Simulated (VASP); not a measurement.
Consider the following.

```yaml
crystal:
  lattice:
    - [4.00854, 0.00000, 0.00000]
    - [-2.00427, 3.47150, 0.00000]
    - [0.00000, 0.00000, 4.81656]
  atoms:
    - { symbol: Ca, position: [0.00000, 0.00000, 0.00000] }
    - { symbol: Ge, position: [0.66667, 0.33333, 0.60599] }
    - { symbol: Ge, position: [0.33333, 0.66667, 0.39401] }
```

Level of theory: PBEsol GGA, VASP's PBE PAW potentials (set 64) (plane waves; VASP). Settings: 400 eV cut-off, Gaussian smearing of 0.050 eV, potentials Ca_sv Ge_d.

What does the run give for the band gap (along the path) with the smallest direct gap where there is one?

```json
{
 "band gap (along the path)": "none (metal, semimetal or under 0.01 eV)"
}
```

Only differences to runs with the same potentials and settings are physical.

The structure comes from a computed database's CaGe2 entry (P-3m1); how it stands against other phases isn't given here. It was relaxed first.
